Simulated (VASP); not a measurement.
Computed with vdW-DF2, VASP's PBE PAW potentials (set 64) (plane waves; VASP).

A VASP calculation is set up with these files.

### KPOINTS
```
Automatic mesh
0
Gamma
7 7 7
0 0 0
```

INCAR:
```
PREC = Accurate
SIGMA = 0.05   ! width (eV)
ENCUT = 520
SYSTEM = KCl
ALGO = Normal
LUSE_VDW = T
GGA = ML
LREAL = F   ! projection in real space or not
ISIF = 2   ! forces and stress, cell fixed
EDIFF = 1E-7
LWAVE = F
NELM = 100   ! most electronic steps
ZAB_VDW = -1.8867
LCHARG = F
AGGAC = 0.0
LASPH = T   ! aspherical one-centre terms
ISMEAR = 0   ! Gaussian
```

POSCAR:
```
KCl
1
    0.0000000000     3.1060351671     3.1060351671
    3.1060351671     0.0000000000     3.1060351671
    3.1060351671     3.1060351671     0.0000000000
K Cl
1 1
Direct
  0.0000000000   0.0000000000   0.0000000000
  0.5000000000   0.5000000000   0.5000000000
```

POTCAR, in this order: K_sv Cl (PBE.64 set). Program: vasp_std.

What VASP printed:

OSZICAR:
```
       N       E                     dE             d eps       ncg     rms          rms(c)
DAV:   1     0.109120588278E+03    0.10912E+03   -0.73376E+03   480   0.119E+03
DAV:   2     0.274327517381E+01   -0.10638E+03   -0.10026E+03   604   0.273E+02
DAV:   3    -0.365392333983E+01   -0.63972E+01   -0.63617E+01   620   0.639E+01
DAV:   4    -0.388748627423E+01   -0.23356E+00   -0.23336E+00   828   0.109E+01
DAV:   5    -0.388904651965E+01   -0.15602E-02   -0.15602E-02   640   0.895E-01    0.439E+00
DAV:   6    -0.350021652962E+01    0.38883E+00   -0.74964E-01   588   0.472E+00    0.342E+00
DAV:   7    -0.345466007822E+01    0.45556E-01   -0.15108E-01   628   0.267E+00    0.199E+00
DAV:   8    -0.344693972331E+01    0.77204E-02   -0.27228E-02   652   0.152E+00    0.214E-01
DAV:   9    -0.344681894546E+01    0.12078E-03   -0.14878E-03   660   0.268E-01    0.962E-02
DAV:  10    -0.344679197404E+01    0.26971E-04   -0.41789E-04   612   0.190E-01    0.315E-02
DAV:  11    -0.344679419867E+01   -0.22246E-05   -0.27278E-05   712   0.449E-02    0.126E-02
DAV:  12    -0.344679411980E+01    0.78872E-07   -0.23512E-06   612   0.132E-02    0.779E-03
DAV:  13    -0.344679432733E+01   -0.20753E-06   -0.95656E-07   632   0.105E-02    0.150E-03
DAV:  14    -0.344679432990E+01   -0.25734E-08   -0.90311E-08   440   0.339E-03
   1 F= -.34467943E+01 E0= -.34467943E+01  d E =-.119228E-12
```

### OUTCAR
```
------------------------ aborting loop because EDIFF is reached ----------------------------------------
  FORCE on cell =-STRESS in cart. coord.  units (eV):
  Direction    XX          YY          ZZ          XY          YZ          ZX
  --------------------------------------------------------------------------------------
  Total        0.5329099      0.5329099      0.5329099      0.0000000      0.0000000     -0.0000000
  in kB       14.2467330     14.2467330     14.2467330      0.0000000      0.0000000     -0.0000000
  external PRESSURE =      14.2467330 kB  Pullay stress =       0.0000000 kB
  volume of cell :       59.93
      direct lattice vectors                 reciprocal lattice vectors
     0.000000000  3.106035167  3.106035167    -0.160976928  0.160976928  0.160976928
     3.106035167  0.000000000  3.106035167     0.160976928 -0.160976928  0.160976928
     3.106035167  3.106035167  0.000000000     0.160976928  0.160976928 -0.160976928
  FREE ENERGIE OF THE ION-ELECTRON SYSTEM (eV)
  ---------------------------------------------------
  free  energy   TOTEN  =        -3.4467943299 eV

  energy  without entropy=       -3.4467943299  energy(sigma->0) =       -3.44679433
```
(Selected blocks of OUTCAR.)

The compound is KCl in the rock salt structure. This cell is one point of a volume scan, at 0.94 of the reference volume.
